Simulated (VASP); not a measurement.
Consider the following.

```
SnTe
1.0
    0.00000     3.20875     3.20875
    3.20875     0.00000     3.20875
    3.20875     3.20875     0.00000
Sn Te
1 1
Direct
  0.00000   0.00000   0.00000
  0.50000   0.50000   0.50000
```

All values below come from PBE GGA with D3 dispersion (zero damping), VASP's PBE PAW potentials (set 64) (plane waves; VASP 6.6.1). Numerical set-up: 520 eV cut-off, 7×7×7 Γ-centred mesh, Gaussian smearing of 0.050 eV, potentials Sn_d Te.

Problem. Give the stress tensor in GPa (positive for a compressed cell).

Solution. 
```
-1.18   0.00   0.00
 0.00  -1.18   0.00
 0.00   0.00  -1.18
```
The pressure is its mean diagonal, -1.18 GPa.

The compound is SnTe in the rock salt structure, which distorts at low temperature. This cell is one point of a volume scan, at 1.03 of the reference volume.
